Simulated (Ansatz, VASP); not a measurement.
# Y in two plane-wave programs

Aim: how closely do two programs agree when they are given the same cell, functional and k mesh? The cell is taken from a series of runs on this material, whose earlier steps may have relaxed, scaled, displaced or heated it; both programs get it as it stands.

Program: Ansatz 0.2.0. Level of theory: plane waves, with VASP 6.6.1 beside it; zone-centre phonons at LDA. Results are calculated unless marked as measured.

**1. Starting point**

The structure is hexagonal, space group P6_3/mmc (No. 194). The conventional cell has a = 3.507 Å, b = 3.507 Å, c = 5.542 Å, α = 90.00°, β = 90.00°, γ = 120.00°. Nearest to Y lie 12 Y at 3.43 to 3.51 Å.

As a file:

```cif
data_structure
_symmetry_space_group_name_H-M 'P 1'
_symmetry_Int_Tables_number 1
_cell_length_a 3.5069
_cell_length_b 3.5069
_cell_length_c 5.5424
_cell_angle_alpha 90.000
_cell_angle_beta 90.000
_cell_angle_gamma 120.000
_cell_volume 59.03
loop_
_atom_site_label
_atom_site_type_symbol
_atom_site_fract_x
_atom_site_fract_y
_atom_site_fract_z
_atom_site_occupancy
Y1 Y 0.33333 0.66667 0.25000 1
Y2 Y 0.66667 0.33333 0.75000 1
```

**2. Ansatz: zone-centre phonons, LDA, pair 1**

Ansatz runs on its PAW soft_1 files.

Second derivatives magnify differences that forces hide, and they need a tight electronic threshold.

The input, input.yaml:

```yaml
crystal:
  lattice:
    - [3.5069100786, 0.0, 0.0]
    - [-1.7534550393, 3.0370732168, 0.0]
    - [0.0, 0.0, 5.5424246437]
  atoms:
    - { symbol: "Y", position: [0.3333333333, 0.6666666667, 0.25] }
    - { symbol: "Y", position: [0.6666666667, 0.3333333333, 0.75] }
kpoints:
  mp_grid: { grid: [15, 15, 8] }
hamiltonian:
  xc: lda
  pseudopotentials: { kind: paw, azcp: { folder: soft_1 }, xc_functional: pbe }
scf:
  occupations: { method: methfessel_paxton, width: 0.2 }
output:
  eigenvalues: true
phonons:
  method: dfpt
```

The run is started by

```
ansatz run input.yaml --threads 4 --pin off --max-ram 10240MiB --backend cpu --events-out ev --progress --plain --runs-dir out
```

Numbers of over 12 decimals in the logs are rounded to 6 here.

The log of the run:

```text
zone centre: on kpoints.mp_grid the ground state, and the responses unless they are solved on pairs of k-points, stand on 320 of the mesh's 1800 k-points, reduced under 4 symmetry operations, with k and −k counted as one. Each operation leaves every solved displacement unchanged or reverses it
Engine: ansatz 0.2.0, x86_64-unknown-linux-gnu
Pseudopotentials: kind: paw
Pseudopotential: Y, paw, valence charge 11, recommended cutoff 420 eV (normal), soft_1/Y.paw.azcp
Functional definition: SPW92
  exchange = slater_x
  correlation = pw_c
Crystal: 2 atoms, lattice volume = 59.031 Å³
Basis set: ecut = 420 eV, 1117 PW (Γ), exchange–correlation on 48×48×80 points (8 copies of the dense FFT grid, shifted against one another)
Bands: 15, of which v1, the nominal top of the filled ones, is band 11 counted from 1 (10 counted from 0)
Symmetry: 24 space group operations
k-points: 320 of 1800 (irreducible under 4 space group operations, time reversal used)
Non-local potential: Y, projectors of the file, l = 0: 3, l = 1: 2, l = 2: 2, l = 3: 1
PAW form: soft (Blöchl's): semilocal exchange-correlation on the pseudo side does not see the compensation charge
PAW frozen core: Y, regenerated for the run's functional, and the local potential with it (the file was generated under x = pbe(κ = 0.804, μ = 0.219515), c = pbe(β = 0.066725))
PAW one-centre angular grid: Y, 590 points (default); XC on 64 Gauss nodes
Initial density: superposition of atomic densities (chi_scale 0.1, normalization cell)
Initial wavefunctions: pseudopotential atomic-orbital guess
Functional: x = slater, c = lda
SCF iter   1: F=—  HF=-7491.197884 eV  |F-HF|=—  |Δ(HF+E_count)|=         —  Δρ=1.21e-2  dr2=1.35e-1  ethr=3.10e-3  ⟨swp⟩=4.5  Hψ=20450  notcnv=0
preconditioner: auto → Kerker (q_TF=auto, 2.314 Å⁻¹)  [metal: Δε(μ)=0.006 eV  Ē_g=2.713 eV  σ=0.200 eV  W_gap=0.03  n_scr=10 (ndim 8)  ℏωp=11.8 eV  f_vac=0.000  D(μ)=3.75/eV (n_scr^D=34)]
SCF iter   2: F=—  HF=-7491.167197 eV  |F-HF|=—  |Δ(HF+E_count)|=   3.07e-2  S|Δr|=    0.00e0  Δρ=7.63e-3  dr2=5.27e-2  ethr=6.13e-4  ⟨swp⟩=1.0  Hψ=7360  notcnv=0
SCF iter   3: F=—  HF=-7491.148482 eV  |F-HF|=—  |Δ(HF+E_count)|=   1.87e-2  S|Δr|=    0.00e0  Δρ=1.06e-3  dr2=7.41e-4  ethr=2.39e-4  ⟨swp⟩=2.9  Hψ=8350  notcnv=0
SCF iter   4: F=—  HF=-7491.148420 eV  |F-HF|=—  |Δ(HF+E_count)|=   6.14e-5  S|Δr|=    0.00e0  Δρ=2.12e-4  dr2=2.22e-5  ethr=3.37e-6  ⟨swp⟩=2.5  Hψ=7354  notcnv=0
SCF iter   5: F=—  HF=-7491.148416 eV  |F-HF|=—  |Δ(HF+E_count)|=   4.70e-6  S|Δr|=    0.00e0  Δρ=3.70e-5  dr2=5.80e-7  ethr=1.01e-7  ⟨swp⟩=2.1  Hψ=8282  notcnv=0
SCF iter   6: F=—  HF=-7491.148415 eV  |F-HF|=—  |Δ(HF+E_count)|=   4.52e-7  S|Δr|=    0.00e0  Δρ=6.62e-6  dr2=1.41e-8  ethr=2.64e-9  ⟨swp⟩=1.0  Hψ=4813  notcnv=0
SCF iter   7: F=—  HF=-7491.148415 eV  |F-HF|=—  |Δ(HF+E_count)|=   2.41e-9  S|Δr|=    0.00e0  Δρ=1.27e-6  dr2=6.76e-10  ethr=6.42e-11  ⟨swp⟩=2.6  Hψ=8304  notcnv=0
SCF iter   8: F=-7491.148415 eV  HF=-7491.148415 eV  |F-HF|=2.73e-12  |Δ(HF+E_count)|=  1.09e-10  S|Δr|=    0.00e0  Δρ=1.02e-7  dr2=4.93e-12  ethr=1.00e-12  ⟨swp⟩=4.9  Hψ=21870  notcnv=0
SCF 1 converged in 8 iterations: F = -7491.148415 eV  dr2 = 4.93e-12
  greatest PAW one-centre occupation: 0.992 electrons in one spin orbital (limit 2), on the Y atom at site 1 (counted from 0), in its partial waves of l = 0
DFPT response loops at Γ: preconditioner auto → Kerker (q_TF=auto, 2.314 Å⁻¹) (partly filled bands, converged f_vac=0.000); β = 1.00, the filter's whole step (`scf.mixing.beta` (0.50) is not read by the response loops under this deck's `scf.mixing.preconditioner`; to damp them name `kerker` or `kerker_dos`, under which they read `scf.mixing.beta`, and type it under 1.00, their step now; both keys bind the ground state too); Broyden in place of MSR1
SCF converged after 8 iterations
Stability not checked: this state was not tested for a lower state beside it, because cold or Methfessel-Paxton smearing, or corrected tetrahedra, fill the levels in a way that the test cannot read (fill_not_monotonic; see scf.lower_state_search)
Free energy (F): -7491.148415 eV
Harris-Foulkes:  -7491.148415 eV  (|F-HF|=2.73e-12)
Internal energy: -7491.145912 eV  (E = F + TS)
E sigma→0 (E₀):  -7491.147790 eV
Entropy (-TS):   -0.002503 eV (-1.251 meV/atom)
Fermi energy:    10.397180 eV
--- Per-component energies (eV) ---
  E_band       = -215.490499
  E_kinetic    = 634.800346
  E_local      = -1134.594435  (includes V_loc(G=0)·N_el)
  E_nonlocal   = 62.283367
  E_hartree    = 358.003752
  E_xc         = -354.481622
  E_vxc        = -410.644092  (∫ρ·V_xc dr)
  E_paw        = -5429.743671  (= ΣΔE_a)
  E_vpaw       = -83.343246  (= ΣTr[D̂ρ^β])
  E_aug_tail   = 0.000046  (compensation charges beyond the density's cutoff)
  E_ewald      = -1628.072866
  E_core_change = 0.659170  (= ΣΔE_core)
  E_smearing   = -0.002503  (= −TS)
  E_closure    = -0.000000  (closes the sum)
  Σ components = -7491.148415   (vs F -7491.148415, Δ=0.00e0)
--- Band table (eV; the first three rows and the last of 320) ---
  k-point 0: bands = [... 7 lower, -11.5339, 5.5905, 8.3439, 11.6503, 12.1874, 12.1874, 12.4617, 12.8597]
  k-point 1: bands = [... 7 lower, -11.5686, 5.7049, 8.2981, 11.5070, 12.1252, 12.1252, 12.3534, 12.7630]
  k-point 2: bands = [... 7 lower, -11.5917, 6.0344, 8.1114, 11.2491, 12.0354, 12.0354, 12.0628, 12.5376]
  k-point 319: bands = [... 7 lower, -11.6938, 8.9903, 8.9903, 10.5563, 10.5563, 11.1845, 11.1845, 13.0504]
--- Phonons (Γ-DFPT): 2 representative perturbations + reference, on 320 of 1800 k-points (Σ response iterations 6) ---
  k mesh reduced under 4 symmetry operations, with k and −k counted as one. Each operation leaves every solved displacement unchanged or reverses it
  ASR residual: 2.086e-5 → 0.000e0 eV/Å²; symmetrization residual: 1.137e-13 eV/Å²
  ASR residual per site (eV/Å²): 2.09e-5 2.09e-5
  Γ frequencies (cm⁻¹): 0.00 0.00 0.00 85.26 85.26 145.92
  non-analytic LO–TO correction: not included (Born effective charges unavailable; polar crystals: no LO–TO splitting at Γ)
```

In the SCF lines HF is the Harris–Foulkes energy and dr2 the Hartree energy of the density residual, in eV; the loop may stop once dr2 is under the threshold and the program's other checks hold. Hψ counts applications of the Hamiltonian.

**3. VASP: zone-centre phonons, LDA, pair 1**

The same cell, functional (in two slightly different forms), mesh and smearing now go to VASP, with its own data sets.

Lines of VASP's logs that name or quote its potential files are left out, and so is its time.

The input, INCAR:

```
SYSTEM = Y
PREC = Accurate
ENCUT = 500
EDIFF = 1E-08
NELM = 120
ISMEAR = 1
SIGMA = 0.2
LREAL = .FALSE.
ALGO = Normal
GGA = CA
NBANDS = 17
LASPH = .TRUE.
LORBIT = 11
LWAVE = .FALSE.
LCHARG = .FALSE.
ISIF = 2
IBRION = 8
GGA_COMPAT = .FALSE.
KPAR = 2
```

The input, POSCAR:

```
Y
1.0
    3.5069100786      0.0000000000      0.0000000000
   -1.7534550393      3.0370732168      0.0000000000
    0.0000000000      0.0000000000      5.5424246437
Y
2
Direct
    0.3333333333      0.6666666667      0.2500000000
    0.6666666667      0.3333333333      0.7500000000
```

The input, KPOINTS:

```
Automatic mesh
0
Gamma
15 15 8
0 0 0
```

PAW data sets: Y_sv (LDA family, release 64).

The run is started by

```
mpirun -np 2 vasp_std
```

The log of the run:

```text
[banner, memory and clock lines left out]
running    2 mpi-ranks, on    1 nodes
 distrk:  each k-point on    1 cores,    2 groups
 distr:  one band on    1 cores,    1 groups

 POSCAR found type information on POSCAR Y
 POSCAR found :  1 types and       2 ions
 LDA part: xc-table for (Slater(with rela. corr.)+CA(PZ))
 , standard interpolation
 POSCAR, INCAR and KPOINTS ok, starting setup
 FFT: planning ... GRIDC
 FFT: planning ... GRID_SOFT
 FFT: planning ... GRID
 WAVECAR not read
 entering main loop
       N       E                     dE             d eps       ncg     rms          rms(c)
DAV:   1     0.869878192017E+02    0.86988E+02   -0.11320E+04  4590   0.121E+03
DAV:   2    -0.700712767290E+01   -0.93995E+02   -0.92634E+02  5771   0.264E+02
DAV:   3    -0.140958720306E+02   -0.70887E+01   -0.70250E+01  8228   0.443E+01
DAV:   4    -0.142455678454E+02   -0.14970E+00   -0.14961E+00  5406   0.684E+00
DAV:   5    -0.142498894149E+02   -0.43216E-02   -0.43212E-02  6737   0.814E-01    0.351E+01
DAV:   6    -0.139466559742E+02    0.30323E+00   -0.38286E-01  4921   0.397E+00    0.216E+01
DAV:   7    -0.139032726730E+02    0.43383E-01   -0.74618E-01  6530   0.488E+00    0.172E+00
DAV:   8    -0.138910162963E+02    0.12256E-01   -0.11735E-01  5780   0.212E+00    0.438E-01
DAV:   9    -0.138911113767E+02   -0.95080E-04   -0.46464E-03  6344   0.477E-01    0.167E-01
DAV:  10    -0.138910834234E+02    0.27953E-04   -0.39080E-04  6797   0.153E-01    0.436E-02
DAV:  11    -0.138910850322E+02   -0.16087E-05   -0.17530E-05  6291   0.293E-02    0.399E-02
DAV:  12    -0.138910846750E+02    0.35719E-06   -0.48462E-06  5428   0.187E-02    0.846E-03
DAV:  13    -0.138910846026E+02    0.72335E-07   -0.24092E-07  6273   0.392E-03    0.125E-03
DAV:  14    -0.138910846039E+02   -0.12965E-08   -0.77204E-09  3990   0.633E-04
   1 F= -.13891085E+02 E0= -.13890269E+02  d E =-.244533E-02
 Linear response reoptimize wavefunctions to high precision
DAV:   1    -0.138910846046E+02   -0.62255E-09   -0.18830E-09  4323   0.337E-04
DAV:   2    -0.138910846046E+02   -0.30013E-10   -0.21162E-10  3286   0.108E-04
 Linear response DOF=           2
 Linear response progress:
  Degree of freedom:   1/  2
       N       E                     dE             d eps       ncg     rms          rms(c)
RMM:   1    -0.259169357831E+00   -0.25917E+00    0.39863E+00 22621   0.106E+01
RMM:   2    -0.245824200692E+00    0.13345E-01   -0.19356E-01 33071   0.199E+00    0.166E-01
RMM:   3    -0.247307259417E+00   -0.14831E-02   -0.15190E-02 39054   0.604E-01    0.808E-02
RMM:   4    -0.247748506951E+00   -0.44125E-03   -0.25513E-03 45179   0.218E-01    0.287E-02
RMM:   5    -0.247819974589E+00   -0.71468E-04   -0.47415E-04 47549   0.952E-02    0.181E-02
RMM:   6    -0.247734647922E+00    0.85327E-04   -0.98854E-05 47906   0.356E-02    0.639E-03
RMM:   7    -0.247683769421E+00    0.50879E-04   -0.95381E-05 48390   0.190E-02    0.223E-03
RMM:   8    -0.247673616487E+00    0.10153E-04   -0.99230E-05 49055   0.100E-02    0.146E-03
RMM:   9    -0.247660837791E+00    0.12779E-04   -0.72731E-05 49072   0.631E-03    0.797E-04
RMM:  10    -0.247655041865E+00    0.57959E-05   -0.52178E-05 49140   0.420E-03    0.396E-04
RMM:  11    -0.247653711027E+00    0.13308E-05   -0.34559E-05 49296   0.307E-03    0.146E-04
RMM:  12    -0.247652670521E+00    0.10405E-05   -0.21675E-05 48977   0.241E-03    0.119E-04
RMM:  13    -0.247652187713E+00    0.48281E-06   -0.14627E-05 49318   0.198E-03    0.684E-05
RMM:  14    -0.247652193703E+00   -0.59902E-08   -0.10095E-05 48906   0.169E-03    0.340E-05
RMM:  15    -0.247652715029E+00   -0.52133E-06   -0.72399E-06 48229   0.148E-03    0.157E-04
RMM:  16    -0.247653422375E+00   -0.70735E-06   -0.48033E-06 47964   0.132E-03    0.356E-04
RMM:  17    -0.247652604358E+00    0.81802E-06   -0.36015E-06 46650   0.119E-03    0.194E-04
RMM:  18    -0.247652637905E+00   -0.33547E-07   -0.24461E-06 48190   0.108E-03    0.232E-04
RMM:  19    -0.247652664460E+00   -0.26555E-07   -0.18248E-06 48225   0.987E-04    0.262E-04
RMM:  20    -0.247652396529E+00    0.26793E-06   -0.12434E-06 47514   0.918E-04    0.225E-04
 first order change of Fermi-energy   0.12307E-04
 force on displaced ion       1 direction 1 :  -1.186   0.000   0.000
 Linear response progress:
  Degree of freedom:   2/  2
       N       E                     dE             d eps       ncg     rms          rms(c)
RMM:   1    -0.306948770410E+00   -0.30695E+00    0.41936E+00  7650   0.107E+01
RMM:   2    -0.297804174894E+00    0.91446E-02   -0.19973E-01 11344   0.195E+00    0.391E-01
RMM:   3    -0.300226510551E+00   -0.24223E-02   -0.13749E-02 12476   0.580E-01    0.168E-01
RMM:   4    -0.301009246337E+00   -0.78274E-03   -0.22181E-03 14735   0.225E-01    0.229E-02
RMM:   5    -0.300912514390E+00    0.96732E-04   -0.41276E-04 15320   0.932E-02    0.262E-02
RMM:   6    -0.300862999471E+00    0.49515E-04   -0.95971E-05 15778   0.422E-02    0.786E-03
RMM:   7    -0.300684709206E+00    0.17829E-03   -0.34563E-05 15611   0.186E-02    0.578E-03
RMM:   8    -0.300664068073E+00    0.20641E-04   -0.33407E-05 16041   0.971E-03    0.127E-03
RMM:   9    -0.300657261738E+00    0.68063E-05   -0.20465E-05 16377   0.530E-03    0.614E-04
RMM:  10    -0.300646871597E+00    0.10390E-04   -0.10495E-05 16296   0.330E-03    0.289E-04
RMM:  11    -0.300648985673E+00   -0.21141E-05   -0.10454E-06 16364   0.230E-03    0.202E-04
RMM:  12    -0.300648593579E+00    0.39209E-06    0.10165E-06 16242   0.174E-03    0.202E-04
RMM:  13    -0.300649960440E+00   -0.13669E-05    0.21865E-06 16149   0.142E-03    0.405E-04
RMM:  14    -0.300648270363E+00    0.16901E-05    0.17089E-06 15653   0.123E-03    0.267E-04
[...]
RMM:  35    -0.300644620169E+00   -0.47872E-08    0.13484E-07 15801   0.502E-04    0.242E-06
RMM:  36    -0.300644609733E+00    0.10436E-07    0.50379E-08 15671   0.500E-04    0.156E-06
RMM:  37    -0.300644597319E+00    0.12415E-07    0.14202E-07 15837   0.497E-04    0.291E-06
RMM:  38    -0.300644584339E+00    0.12980E-07    0.37963E-09 16061   0.496E-04    0.150E-06
RMM:  39    -0.300644580572E+00    0.37665E-08    0.14180E-07 15937   0.494E-04    0.395E-06
RMM:  40    -0.300644567852E+00    0.12720E-07   -0.10024E-08 16211   0.493E-04    0.299E-06
RMM:  41    -0.300644576219E+00   -0.83665E-08    0.12887E-07 15752   0.491E-04    0.352E-06
RMM:  42    -0.300644583694E+00   -0.74747E-08   -0.10496E-08 15814   0.491E-04    0.523E-07
 first order change of Fermi-energy   0.40704E-04
 force on displaced ion       1 direction 3 :   0.000  -0.000  -3.428
 Linear response finished
```

OUTCAR, selected parts (step 3):

```text
ion  position               nearest neighbor table
   1  0.333  0.667  0.250-   2 3.43   2 3.43   2 3.43   2 3.43   2 3.43   2 3.43
   2  0.667  0.333  0.750-   1 3.43   1 3.43   1 3.43   1 3.43   1 3.43   1 3.43

  LATTYP: Found a hexagonal cell.
 ALAT       =     3.5069100786
 C/A-ratio  =     1.5804296430

 Subroutine GETGRP returns: Found 24 space group operations
 (whereof 12 operations were pure point group operations)

The static configuration has the point symmetry D_3d.
 The point group associated with its full space group is D_6h.

 Found    135 irreducible k-points:

   k-points           NKPTS =    135   k-points in BZ     NKDIM =    135   number of bands    NBANDS=     17

   dimension x,y,z NGX =    28 NGY =   28 NGZ =   40
   dimension x,y,z NGXF=    56 NGYF=   56 NGZF=   80

   ENCUT  =  500.0 eV  36.75 Ry    6.06 a.u.   6.39  6.39 10.11*2*pi/ulx,y,z

   NELECT =      22.0000    total number of electrons

 k-points in reciprocal lattice and weights: Automatic mesh
   0.00000000  0.00000000  0.00000000       0.001
   0.06666667  0.00000000  0.00000000       0.003
   0.13333333  0.00000000  0.00000000       0.003
   0.20000000  0.00000000  0.00000000       0.003
   0.26666667  0.00000000  0.00000000       0.003
   0.33333333  0.00000000  0.00000000       0.003
   0.40000000  0.00000000  0.00000000       0.003
   0.46666667  0.00000000  0.00000000       0.003
   0.06666667  0.06666667  0.00000000       0.003
[...]
0.33333333  0.26666667  0.50000000       0.007
   0.33333333  0.33333333  0.50000000       0.001

 average (electrostatic) potential at core
       1 -36.8676       2 -36.8676

  Total        0.2475704      0.2475704     -0.0503504      0.0000000      0.0000000      0.0000000
  in kB        6.7193870      6.7193870     -1.3665767      0.0000000      0.0000000      0.0000000
  external PRESSURE =       4.0240658 kB  Pullay stress =       0.0000000 kB

  energy-cutoff  :      500.00
  volume of cell :       59.03
      direct lattice vectors                 reciprocal lattice vectors
     3.506910079  0.000000000  0.000000000     0.285151309  0.164632185  0.000000000
    -1.753455039  3.037073217  0.000000000     0.000000000  0.329264370  0.000000000
     0.000000000  0.000000000  5.542424644     0.000000000  0.000000000  0.180426449

 POSITION                                       TOTAL-FORCE (eV/Angst)
 -----------------------------------------------------------------------------------
     -0.00000      2.02472      1.38561        -0.000000      0.000000      0.000000
      1.75346      1.01236      4.15682         0.000000     -0.000000      0.000000
 -----------------------------------------------------------------------------------
    total drift:                               -0.000000      0.000000     -0.000000

 Eigenvectors and eigenvalues of the dynamical matrix
 ----------------------------------------------------

   1 f  =    4.341532 THz    27.278650 2PiTHz  144.817917 cm-1    17.955125 meV
             X         Y         Z           dx          dy          dz
     -0.000000  2.024715  1.385606     0.000000    0.000000   -0.707107
      1.753455  1.012358  4.156818     0.000000    0.000000    0.707107

   2 f  =    2.553966 THz    16.047043 2PiTHz   85.191143 cm-1    10.562351 meV
             X         Y         Z           dx          dy          dz
     -0.000000  2.024715  1.385606    -0.707107   -0.000000    0.000000
      1.753455  1.012358  4.156818     0.707107    0.000000    0.000000

   3 f  =    2.553966 THz    16.047043 2PiTHz   85.191143 cm-1    10.562351 meV
             X         Y         Z           dx          dy          dz
     -0.000000  2.024715  1.385606    -0.000000    0.707107    0.000000
      1.753455  1.012358  4.156818     0.000000   -0.707107    0.000000

   4 f  =    0.000000 THz     0.000000 2PiTHz    0.000001 cm-1     0.000000 meV
             X         Y         Z           dx          dy          dz
     -0.000000  2.024715  1.385606    -0.682516    0.184855    0.000000
      1.753455  1.012358  4.156818    -0.682516    0.184855    0.000000

   5 f  =    0.000000 THz     0.000000 2PiTHz    0.000001 cm-1     0.000000 meV
             X         Y         Z           dx          dy          dz
     -0.000000  2.024715  1.385606     0.184855    0.682516    0.000000
      1.753455  1.012358  4.156818     0.184855    0.682516    0.000000

   6 f  =    0.000000 THz     0.000000 2PiTHz    0.000000 cm-1     0.000000 meV
             X         Y         Z           dx          dy          dz
     -0.000000  2.024715  1.385606     0.000000    0.000000    0.707107
      1.753455  1.012358  4.156818     0.000000    0.000000    0.707107

 ELASTIC MODULI CONTR FROM IONIC RELAXATION (kBar)
 Direction    XX          YY          ZZ          XY          YZ          ZX
 --------------------------------------------------------------------------------
 XX         -41.6850     41.6850     -0.0000      0.0000      0.0000      0.0000
 YY          41.6850    -41.6850      0.0000      0.0000      0.0000      0.0000
 ZZ          -0.0000      0.0000     -0.0000     -0.0000      0.0000      0.0000
 XY           0.0000      0.0000     -0.0000    -41.6850      0.0000      0.0000
 YZ           0.0000      0.0000      0.0000      0.0000      0.0000      0.0000
 ZX           0.0000      0.0000      0.0000      0.0000      0.0000      0.0000
 --------------------------------------------------------------------------------
```

**4. Comparison**

Known differences besides the potentials themselves: the two LDA forms differ slightly; the cutoff is 420 eV in Ansatz and 500 eV in VASP; VASP's log shows a relativistic correction to its local exchange, Ansatz's none. Total energies have different zeros and are not compared.

The two programs side by side:

| quantity | Ansatz | VASP | difference |
| --- | --- | --- | --- |
| optical mode 1 to 2 (cm⁻¹) | 85.3 | 85.2 | +0.08 % |
| optical mode 3 (cm⁻¹) | 145.9 | 144.8 | +0.76 % |

Modes are paired by rising frequency, not by their patterns, so a pair may set unlike modes beside each other; they are those without the splitting of longitudinal modes.

[end of part 1 of 2]

[Lines on the potential files, build, host, timing and source positions are cut from VASP's logs without a mark.]

[Logs are printed without paths, hosts, clocks, repeated set-up lines and the standing remarks that a program may print on its own settings, such as how far it seeks lower states.]

[Hosts, paths, dates, database ids (printed as entryN), source tags and the programs' standing remarks are cut or masked in the printed files.]
